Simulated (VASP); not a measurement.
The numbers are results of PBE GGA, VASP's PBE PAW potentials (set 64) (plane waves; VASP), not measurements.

A VASP calculation is set up with these files.

File POSCAR:
```
RuAl
3.04980
  1.0000000000   0.0000000000   0.0000000000
  0.0000000000   1.0000000000   0.0000000000
  0.0000000000   0.0000000000   1.0000000000
Al Ru
1 1
Cart
  0.5000000000   0.5000000000   0.5000000000
  0.0000000000   0.0000000000   0.0000000000
```

File KPOINTS:
```
Automatic
0
gamma
11 11 11
```

### INCAR
```
SYSTEM  =  RuAl
PREC  =  Low; ENCUT  =  400; LREAL  =  F
LASPH  =  T
EDIFF  =  1E-6; NELM  =  100; ALGO  =  Normal
LMAXMIX  =  4
ISMEAR  =  1; SIGMA  =  0.1
GGA  =  PE
ISIF  =  2
LWAVE  =  F; LCHARG  =  F
```

POTCAR, in this order: Al Ru_pv (PBE.64 set). Program: vasp_std.

Problem. What will the output report for the number of irreducible k-points (NKPTS), number of bands (NBANDS), largest plane-wave count, number of space-group operations, FFT grid (NGX, NGY, NGZ)?

Solution. 
The number of irreducible k-points (NKPTS) is 56. The number of bands (NBANDS) comes out as 12 and the largest plane-wave count is 528. The number of space-group operations comes out as 48 and the FFT grid (NGX, NGY, NGZ) is 16 × 16 × 16.

The compound is RuAl in the CsCl type structure. The cell was not relaxed at this level. The run is one of a series of settings (PREC = Low against the base run), some of them coarse on purpose. The electron count is odd and the run is not spin-polarised, which forces a metal.
